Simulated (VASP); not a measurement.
CsPbBr$_{3}$ (cubic perovskite), at 1.04 of the tabulated volume:

```yaml
crystal:
  lattice:
    - [5.94725, 0.00000, 0.00000]
    - [0.00000, 5.94725, 0.00000]
    - [0.00000, 0.00000, 5.94725]
  atoms:
    - { symbol: Cs, position: [0.00000, 0.00000, 0.00000] }
    - { symbol: Pb, position: [0.50000, 0.50000, 0.50000] }
    - { symbol: Br, position: [0.50000, 0.00000, 0.50000] }
    - { symbol: Br, position: [0.00000, 0.50000, 0.50000] }
    - { symbol: Br, position: [0.50000, 0.50000, 0.00000] }
```

The highest filled band near R, direction [111], from PBE with spin-orbit coupling in VASP (PAW); its two spin partners are averaged. The gap over the points computed is 0.60 eV, and the next band on that side lies 1.40 eV away at the edge.

Run with 400 eV cut-off, 4×4×4 Γ-centred mesh, Gaussian smearing of 0.050 eV, potentials Cs_sv Pb_d Br.

| distance from the edge in k (1/Å) | distance in energy (meV) |
|---|---|
| 0.012 | 4.9 |
| 0.018 | 10.8 |
| 0.025 | 20.5 |
| 0.035 | 39.2 |
| 0.050 | 76.0 |
| 0.070 | 138.1 |

Fit E(1 + αE) = ħ²k²/2m* (ħ²/2m0 = 3.810 eV Å²) and predict the row at 0.095 1/Å.

Least squares on the energies gives the hole mass m* = 0.113 m0 and α = 1.43 per eV, and so 229.3 meV. The run gave 230.0 meV, +0.7 meV from the fit.

Left out are points under 3 meV from the edge, since the levels carry 0.1 meV, and points farther than half the way to the next band.

The compound is CsPbBr3 in the cubic perovskite structure, the ideal cubic form; the compound distorts at low or room temperature. The cell was not relaxed at this level.
